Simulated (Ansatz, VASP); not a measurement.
# Si5O9 (amorphous SiO1.8) in two plane-wave programs

Aim: how closely do two programs agree when they are given the same cell, functional and k mesh? The cell is taken from a series of runs on this material, whose earlier steps may have relaxed, scaled, displaced or heated it; both programs get it as it stands.

Method: plane waves, with VASP 6.6.1 beside it; single point at PBE, in Ansatz 0.2.0.

**1. Starting point**

The cell holds 140 atoms: 50 Si and 90 O. Its edges and angles: a = 13.095 Å, b = 13.095 Å, c = 13.095 Å, α = 90.0°, β = 90.0°, γ = 90.0°. As first built, before any earlier steps moved the atoms (in the runner's words): 140 atoms (50 Si, 90 O) placed at random at 2.1 g/cm^3, melted at 5000 K for 10 ps at fixed volume with the Tersoff Si-O potential (Munetoh et al., Comput. Mater. Sci. 39, 334 (2007)). Quenched from 3800 K to 300 K at 100 K/ps and fixed volume, annealed at 2000 K for 20 ps, held 5 ps.

**2. VASP: single point, PBE**

With cell and atoms fixed, the geometry can't cause a difference; cores, projectors, grids and the points listed under the comparison can.

Lines of VASP's logs that name or quote its potential files are left out, and so is its time.

Contents of INCAR:

```
SYSTEM = Si5O9
PREC = Accurate
ENCUT = 600
EDIFF = 1E-06
NELM = 120
ISMEAR = 0
SIGMA = 0.05
LREAL = Auto
ALGO = Normal
GGA = PE
NBANDS = 468
LORBIT = 11
LWAVE = .FALSE.
LCHARG = .FALSE.
ISIF = 2
LASPH = .TRUE.
GGA_COMPAT = .FALSE.
EFERMI = MIDGAP
```

Contents of POSCAR:

```
Si5O9
1.0
   13.0955000000      0.0000000000      0.0000000000
    0.0000000000     13.0955000000      0.0000000000
    0.0000000000      0.0000000000     13.0955000000
Si O
50 90
Direct
    0.9988700000      0.7914600000      0.7454300000
    0.1273900000      0.8342300000      0.9728300000
    0.4223100000      0.4097800000      0.4010100000
    0.1159300000      0.3885300000      0.4676900000
    0.6055100000      0.8611200000      0.8720800000
    0.0045000000      0.9368300000      0.3987000000
    0.2974700000      0.7157600000      0.8424500000
    0.3828900000      0.0426900000      0.5383000000
    0.3916600000      0.7503000000      0.2070000000
    0.8617200000      0.5214800000      0.2425800000
    0.5278800000      0.4190000000      0.1698300000
    0.6078200000      0.1934300000      0.1933400000
    0.0099700000      0.1641400000      0.4426600000
    0.5750000000      0.9796800000      0.0691800000
    0.1058000000      0.6082200000      0.4615700000
    0.4110200000      0.9677200000      0.3160800000
    0.2177100000      0.1630500000      0.6617900000
    0.2720200000      0.5502700000      0.9039600000
    0.4505600000      0.4619600000      0.7665200000
    0.9581200000      0.7065700000      0.0950700000
    0.1949000000      0.6478800000      0.1178500000
    0.5548800000      0.2255300000      0.5011700000
    0.7833200000      0.8584000000      0.1455700000
    0.4831700000      0.7824100000      0.9844300000
    0.7400800000      0.7126900000      0.3353700000
    0.1711300000      0.6216200000      0.6881700000
    0.0648100000      0.4164500000      0.8537800000
    0.5222100000      0.6020100000      0.3203900000
    0.7724100000      0.1363200000      0.4999300000
    0.4883800000      0.5379500000      0.9764600000
[... 104 atom lines left out ...]
    0.9355300000      0.7688600000      0.6347700000
    0.5666900000      0.8821400000      0.7554600000
    0.7778600000      0.1030000000      0.6193000000
    0.8819000000      0.1713600000      0.4504000000
    0.0780900000      0.6890000000      0.7413800000
    0.5954700000      0.9646300000      0.9449200000
```

Contents of KPOINTS:

```
Automatic mesh
0
Gamma
1 1 1
0 0 0
```

Potentials, in the order of the species: Si and O (PBE family, release 64).

Run with:

```sh
export OMP_NUM_THREADS=3
mpirun -np 1 vasp_gam
```

Numbers of over 12 decimals in the logs are rounded to 6 here.

What it wrote:

```text
[banner, memory and clock lines left out]
running    1 mpi-ranks, on    1 nodes
[...]
Offloading initialized ...    1 GPUs detected
[...]
LDA part: xc-table for (Slater+PW92), standard interpolation
 POSCAR, INCAR and KPOINTS ok, starting setup
[...]
entering main loop
       N       E                     dE             d eps       ncg     rms          rms(c)
DAV:   1     0.728174750552E+04    0.72817E+04   -0.45526E+05   960   0.169E+03
DAV:   2    -0.418150108259E+03   -0.76999E+04   -0.74544E+04  1164   0.382E+02
DAV:   3    -0.114071507109E+04   -0.72256E+03   -0.71426E+03  1104   0.123E+02
DAV:   4    -0.115973512675E+04   -0.19020E+02   -0.18856E+02  1120   0.206E+01
[...]
DAV:  23    -0.100214717727E+04    0.27342E-05   -0.21788E-05  1008   0.547E-03    0.640E-03
DAV:  24    -0.100214717589E+04    0.13822E-05   -0.44083E-06   696   0.279E-03    0.299E-03
DAV:  25    -0.100214717551E+04    0.37844E-06   -0.19711E-06   672   0.261E-03
   1 F= -.10021472E+04 E0= -.10021391E+04  d E =-.161160E-01
```

OUTCAR, selected parts (step 2):

```text
  Total       19.3354162      6.3614674     37.1955039     -6.5282726     16.2074682    -13.3934693
  in kB       13.7942424      4.5383882     26.5359582     -4.6573900     11.5627066     -9.5551479
  external PRESSURE =      14.9561962 kB  Pullay stress =       0.0000000 kB

 POSITION                                       TOTAL-FORCE (eV/Angst)
 -----------------------------------------------------------------------------------
     13.08070     10.36456      9.76178         0.654682      1.141048      1.440088
[...]
11.20975     10.32790      0.73911        -3.288341      0.774957     -0.455009
      4.40952      5.46122      3.91320         0.550395      0.804648     -0.535505
      0.09442      1.70097     12.30951        -1.370363     -0.570900     -0.670602
      9.94734      5.13304      9.21478        -1.621043      0.942347      0.564715
      6.21329      9.85083      1.45596        -2.514805     -0.142286      5.261051
      8.59471     11.75072      1.65160         0.429044      0.198614     -0.460170
     11.73946      5.33773      7.45841         0.901655      0.679696     -1.741387
     12.14372     11.10865      5.91170         2.436572      4.519381     -1.294133
      0.94641      2.84408      1.45766         2.444258     -1.632565      0.105120
      7.09239      3.93782      2.63351        -0.034296     -0.184075     -0.312948
      8.53198      2.03006      5.80249        -2.580202      1.055662     -0.117530
      5.28796     12.62537      8.27465        -0.284097     -0.331039      0.168973
[...]
-----------------------------------------------------------------------------------
    total drift:                               -0.001732     -0.002538     -0.000912

  FREE ENERGIE OF THE ION-ELECTRON SYSTEM (eV)
  ---------------------------------------------------
  free  energy   TOTEN  =     -1002.1471755076 eV

  energy  without entropy=    -1002.1310594954  energy(sigma->0) =    -1002.13911750

[... 3 further parts left out ...]
[key lines of the parts left out:]
E-fermi :   3.8935
```

The run ends at a pressure of 1.50 GPa, with forces up to 7.8 eV/Å.

**3. Ansatz: single point, PBE**

Ansatz runs on its default PAW (the set named soft_2) files.

The same cell, functional, mesh and smearing now go to Ansatz, which takes its cutoff from its data sets.

Contents of input.yaml:

```yaml
crystal:
  lattice:
    - [13.0955, 0.0, 0.0]
    - [0.0, 13.0955, 0.0]
    - [0.0, 0.0, 13.0955]
  atoms:
    - { symbol: Si, position: [0.99887, 0.79146, 0.74543] }
    - { symbol: Si, position: [0.12739, 0.83423, 0.97283] }
    - { symbol: Si, position: [0.42231, 0.40978, 0.40101] }
    - { symbol: Si, position: [0.11593, 0.38853, 0.46769] }
    - { symbol: Si, position: [0.60551, 0.86112, 0.87208] }
    - { symbol: Si, position: [0.0045, 0.93683, 0.3987] }
    - { symbol: Si, position: [0.29747, 0.71576, 0.84245] }
    - { symbol: Si, position: [0.38289, 0.04269, 0.5383] }
    - { symbol: Si, position: [0.39166, 0.7503, 0.207] }
    - { symbol: Si, position: [0.86172, 0.52148, 0.24258] }
    - { symbol: Si, position: [0.52788, 0.419, 0.16983] }
    - { symbol: Si, position: [0.60782, 0.19343, 0.19334] }
    - { symbol: Si, position: [0.00997, 0.16414, 0.44266] }
    - { symbol: Si, position: [0.575, 0.97968, 0.06918] }
    - { symbol: Si, position: [0.1058, 0.60822, 0.46157] }
    - { symbol: Si, position: [0.41102, 0.96772, 0.31608] }
    - { symbol: Si, position: [0.21771, 0.16305, 0.66179] }
    - { symbol: Si, position: [0.27202, 0.55027, 0.90396] }
    - { symbol: Si, position: [0.45056, 0.46196, 0.76652] }
    - { symbol: Si, position: [0.95812, 0.70657, 0.09507] }
    - { symbol: Si, position: [0.1949, 0.64788, 0.11785] }
    - { symbol: Si, position: [0.55488, 0.22553, 0.50117] }
    - { symbol: Si, position: [0.78332, 0.8584, 0.14557] }
    - { symbol: Si, position: [0.48317, 0.78241, 0.98443] }
    - { symbol: Si, position: [0.74008, 0.71269, 0.33537] }
    - { symbol: Si, position: [0.17113, 0.62162, 0.68817] }
    - { symbol: Si, position: [0.06481, 0.41645, 0.85378] }
    - { symbol: Si, position: [0.52221, 0.60201, 0.32039] }
    - { symbol: Si, position: [0.77241, 0.13632, 0.49993] }
    - { symbol: Si, position: [0.48838, 0.53795, 0.97646] }
[... 104 atom lines left out ...]
    - { symbol: O, position: [0.93553, 0.76886, 0.63477] }
    - { symbol: O, position: [0.56669, 0.88214, 0.75546] }
    - { symbol: O, position: [0.77786, 0.103, 0.6193] }
    - { symbol: O, position: [0.8819, 0.17136, 0.4504] }
    - { symbol: O, position: [0.07809, 0.689, 0.74138] }
    - { symbol: O, position: [0.59547, 0.96463, 0.94492] }
kpoints:
  mp_grid: { grid: [1, 1, 1] }
hamiltonian:
  xc: pbe
scf:
  occupations: { method: gaussian, width: 0.05 }
output:
  forces: true
  stress: true
  populations: true
  dos:
    method: { smearing: { sigma: 0.08 } }
    de: 0.1
    projected: { site_lists: { O: [O], Si: [Si] } }
  eigenvalues: true
  write_density: true
  write_potential: true
  volumetric_format: npy
  elf: true
```

Run with:

```sh
ansatz run input.yaml --threads 8 --pin off --max-ram 15872MiB --backend cpu --events-out ev --progress --plain --runs-dir out
```

What it wrote:

```text
Engine: ansatz 0.2.0, x86_64-unknown-linux-gnu
Pseudopotentials: kind: paw
Pseudopotential: Si, paw, valence charge 4, recommended cutoff 420 eV (normal), Si.paw.azcp
Pseudopotential: O, paw, valence charge 6, recommended cutoff 420 eV (normal), O.paw.azcp
Functional definition: PBE
  parameter kappa = 0.804
  parameter beta = 0.066725
  exchange = pbe_x(kappa = kappa, mu = beta*pi^2/3)
  correlation = pbe_c(beta = beta)
Crystal: 140 atoms, lattice volume = 2245.775 Å³
Basis set: ecut = 420 eV, 43819 PW (Γ), exchange–correlation on 180×180×180 points (8 copies of the dense FFT grid, shifted against one another)
Bands: 510, of which v1, the nominal top of the filled ones, is band 370 counted from 1 (369 counted from 0)
Symmetry: 1 space group operations
Space group: P1 (ITA 1), of the structure as read, at distance tolerance 1.3e-4 Å
k-points: 1
Non-local potential: Si, projectors of the file, l = 0: 2, l = 1: 2, l = 2: 2
Non-local potential: O, projectors of the file, l = 0: 2, l = 1: 2, l = 2: 1
PAW form: soft (Blöchl's): semilocal exchange-correlation on the pseudo side does not see the compensation charge
PAW one-centre angular grid: Si, 110 points (default); XC on 64 Gauss nodes
PAW one-centre angular grid: O, 110 points (default); XC on 64 Gauss nodes
Initial density: superposition of atomic densities (neutral atoms: chi_scale 0, normalization atom), corrected by the library's trained network
Initial wavefunctions: pseudopotential atomic-orbital guess
Functional: x = pbe(κ = 0.804, μ = 0.219515), c = pbe(β = 0.066725)
SCF iter   1: F=—  HF=-82921.234934 eV  |F-HF|=—  |Δ(HF+E_count)|=         —  Δρ=1.29e-2  dr2=1.30e1  ethr=1.77e-3  ⟨swp⟩=6.0  Hψ=2451  notcnv=0  defer=63
preconditioner: auto → LDOS  [insulator: Δε(μ)=0.107 eV  Ē_g=14.630 eV  σ=0.050 eV  W_gap=0.87  n_scr=460 (ndim 8)  ℏωp=21.2 eV  f_vac=0.256  D(μ)=14.31/eV (n_scr^D=56)  ε∞_Penn≈3.1  β→1.0]
SCF iter   2: F=—  HF=-82921.225776 eV  |F-HF|=—  |Δ(HF+E_count)|=   9.16e-3  Δρ=2.46e-2  dr2=3.04e1  ethr=1.76e-3  ⟨swp⟩=3.0  Hψ=967  notcnv=0  defer=130  recentre
SCF iter   3: F=—  HF=-82920.203781 eV  |F-HF|=—  |Δ(HF+E_count)|=    1.02e0  Δρ=6.48e-3  dr2=2.46e0  ethr=1.76e-3  ⟨swp⟩=2.0  Hψ=512  notcnv=0  defer=130
SCF iter   4: F=—  HF=-82919.990936 eV  |F-HF|=—  |Δ(HF+E_count)|=   2.13e-1  Δρ=4.00e-3  dr2=7.45e-1  ethr=3.33e-4  ⟨swp⟩=3.0  Hψ=597  notcnv=0  defer=129
SCF iter   5: F=—  HF=-82919.930351 eV  |F-HF|=—  |Δ(HF+E_count)|=   6.06e-2  Δρ=3.03e-3  dr2=3.80e-1  ethr=1.01e-4  ⟨swp⟩=2.0  Hψ=402  notcnv=0  defer=129
SCF iter   6: F=—  HF=-82919.905970 eV  |F-HF|=—  |Δ(HF+E_count)|=   2.44e-2  Δρ=2.33e-3  dr2=2.19e-1  ethr=5.13e-5  ⟨swp⟩=2.0  Hψ=669  notcnv=0  defer=129
SCF iter   7: F=—  HF=-82919.888188 eV  |F-HF|=—  |Δ(HF+E_count)|=   1.78e-2  Δρ=1.49e-3  dr2=9.17e-2  ethr=2.96e-5  ⟨swp⟩=2.0  Hψ=859  notcnv=0  defer=129
SCF iter   8: F=—  HF=-82919.884531 eV  |F-HF|=—  |Δ(HF+E_count)|=   3.66e-3  Δρ=1.96e-3  dr2=1.47e-1  ethr=1.24e-5  ⟨swp⟩=2.0  Hψ=661  notcnv=0  defer=129
SCF iter   9: F=—  HF=-82919.883126 eV  |F-HF|=—  |Δ(HF+E_count)|=   1.40e-3  Δρ=9.73e-4  dr2=3.65e-2  ethr=1.24e-5  ⟨swp⟩=1.0  Hψ=378  notcnv=0  defer=129
SCF iter  10: F=—  HF=-82919.882916 eV  |F-HF|=—  |Δ(HF+E_count)|=   2.10e-4  Δρ=8.62e-4  dr2=3.00e-2  ethr=4.93e-6  ⟨swp⟩=2.0  Hψ=389  notcnv=0  defer=129
SCF iter  11: F=—  HF=-82919.882345 eV  |F-HF|=—  |Δ(HF+E_count)|=   5.72e-4  Δρ=4.09e-4  dr2=7.04e-3  ethr=4.05e-6  ⟨swp⟩=2.0  Hψ=379  notcnv=0  defer=129
SCF iter  12: F=—  HF=-82919.882172 eV  |F-HF|=—  |Δ(HF+E_count)|=   1.73e-4  Δρ=1.02e-4  dr2=3.53e-4  ethr=9.51e-7  ⟨swp⟩=2.0  Hψ=379  notcnv=0  defer=129
SCF iter  13: F=—  HF=-82919.882204 eV  |F-HF|=—  |Δ(HF+E_count)|=   3.24e-5  Δρ=7.10e-5  dr2=1.38e-4  ethr=4.77e-8  ⟨swp⟩=2.0  Hψ=392  notcnv=0  defer=129
SCF iter  14: F=—  HF=-82919.882201 eV  |F-HF|=—  |Δ(HF+E_count)|=   2.83e-6  Δρ=6.21e-5  dr2=1.04e-4  ethr=1.86e-8  ⟨swp⟩=2.0  Hψ=663  notcnv=0  defer=129
SCF iter  15: F=—  HF=-82919.882194 eV  |F-HF|=—  |Δ(HF+E_count)|=   6.99e-6  Δρ=3.38e-5  dr2=2.93e-5  ethr=1.40e-8  ⟨swp⟩=2.0  Hψ=660  notcnv=0  defer=129
SCF iter  16: F=—  HF=-82919.882040 eV  |F-HF|=—  |Δ(HF+E_count)|=   1.54e-4  Δρ=1.93e-5  dr2=1.15e-5  ethr=3.96e-9  ⟨swp⟩=2.0  Hψ=878  notcnv=0  defer=129
SCF iter  17: F=—  HF=-82919.882039 eV  |F-HF|=—  |Δ(HF+E_count)|=   1.21e-6  Δρ=1.04e-5  dr2=3.28e-6  ethr=1.55e-9  ⟨swp⟩=2.0  Hψ=666  notcnv=0  defer=129
SCF iter  18: F=—  HF=-82919.882039 eV  |F-HF|=—  |Δ(HF+E_count)|=   2.37e-9  Δρ=4.95e-6  dr2=6.06e-7  ethr=4.44e-10  ⟨swp⟩=2.0  Hψ=666  notcnv=0  defer=129
SCF iter  19: F=—  HF=-82919.882040 eV  |F-HF|=—  |Δ(HF+E_count)|=   2.73e-7  Δρ=2.44e-6  dr2=1.46e-7  ethr=8.19e-11  ⟨swp⟩=2.0  Hψ=746  notcnv=0  defer=129
SCF iter  20: F=-82919.882040 eV  HF=-82919.882040 eV  |F-HF|=2.19e-8  |Δ(HF+E_count)|=   1.12e-7  Δρ=1.17e-6  dr2=4.47e-8  ethr=1.35e-11  ⟨swp⟩=23.0  Hψ=4419  notcnv=0
[...]
atom 135  O     -1.35575313    -1.81328146    -0.87174783
  atom 136  O      0.30316790     0.23757140    -0.30763315
  atom 137  O      0.61708823    -0.80882200     0.45962836
  atom 138  O      2.30723620     0.38456145    -0.19520194
  atom 139  O      2.64608292    -2.92049655    -1.61636137
  atom 140  O      1.54359463     2.13209561    -0.22674818
  max |Σ_I F_I| component: 7.06e-5 eV/Å
--- Stress (GPa, compression-positive) ---
        1.435417      -0.468587      -0.980432
       -0.468586       0.506125       1.147611
       -0.980432       1.147611       2.728789
  P = ⅓ Tr σ = 1.5568 GPa (15.568 kbar)
--- Band table (eV) ---
  k-point 0: bands = [... 366 lower, 4.6668, 4.8500, 4.9411, 4.9508, 5.0732, 5.1852, 5.2202, 5.2711, ... 136 higher]
--- Löwdin populations: 140 sites ---
  site symbol       q [e]
     0     Si      2.3016
     1     Si      2.4213
     2     Si      2.8017
     3     Si      2.2806
     4     Si      2.6201
     5     Si      2.2987
     6     Si      2.7272
     7     Si      2.3777
     8     Si      2.4315
     9     Si      2.2794
    10     Si      2.4832
    11     Si      2.6704
    12     Si      2.3796
    13     Si      2.3004
    14     Si      2.2359
    15     Si      2.4575
    16     Si      2.5948
    17     Si      2.9747
    18     Si      2.3648
    19     Si      2.8782
    20     Si      2.4484
    21     Si      2.3742
    22     Si      2.3282
    23     Si      2.7268
[...]
132      O      6.7940
   133      O      6.7486
   134      O      6.7812
   135      O      6.7389
   136      O      6.7463
   137      O      6.7421
   138      O      6.7427
   139      O      6.7934
  spilling = 0.014398 (of n_electrons = 740.000000)
```

**4. Side by side**

Known differences besides the potentials themselves: the cutoff is 420 eV in Ansatz and 600 eV in VASP (PREC = Accurate, projectors in real space). Total energies have different zeros and are not compared.

Both answers:

| quantity | Ansatz | VASP | difference |
| --- | --- | --- | --- |
| pressure (GPa) | 1.56 | 1.50 | +0.06 |
| gap on the k mesh (eV) | 0.122 | 0.122 | +0.001 |

Forces on 9 of the 140 atoms, those with the largest forces and the largest differences (eV/Å; atoms numbered as in POSCAR):

| atom | Ansatz x, y, z | VASP x, y, z |
| --- | --- | --- |
| Si2 | -0.767, 3.659, -5.504 | -0.754, 3.672, -5.481 |
| Si7 | -1.277, 1.179, 5.127 | -1.259, 1.107, 5.096 |
| Si26 | -5.660, -0.593, -0.143 | -5.650, -0.593, -0.104 |
| Si30 | 3.913, 2.899, -2.058 | 3.932, 2.850, -2.099 |
| O70 | -0.775, -6.272, 2.873 | -0.777, -6.248, 2.877 |
| O77 | -2.532, -0.149, 5.297 | -2.515, -0.142, 5.261 |
| O85 | 7.368, -0.453, -2.672 | 7.352, -0.441, -2.671 |
| O89 | -1.293, -7.314, 2.429 | -1.295, -7.270, 2.441 |
| O100 | 3.504, -2.079, 0.233 | 3.445, -2.037, 0.260 |

The forces differ by 20 meV/Å r.m.s., which is 1.1 % of the r.m.s. force of 1.820 eV/Å (both taken over all components). A gap on the mesh is an upper bound, since the band edges may lie between its points.

**5. What came out**

| Item | Value |
| --- | --- |
| r.m.s. force difference (single point, PBE) | 1.1 % of the r.m.s. force |

In words: The r.m.s. force difference is 1.1 % of the r.m.s. force (single point, PBE), within the 3 % picked in this series as the mark of a large difference. Such differences can come from data sets, numerical settings and the points named under the comparisons, not from the functional's error against experiment.

[Lines on the potential files, build, host, timing and source positions are cut from VASP's logs without a mark.]

[Logs are printed without paths, hosts, clocks, repeated set-up lines and the standing remarks that a program may print on its own settings, such as how far it seeks lower states.]

[Hosts, paths, dates, database ids (printed as entryN), source tags and the programs' standing remarks are cut or masked in the printed files.]
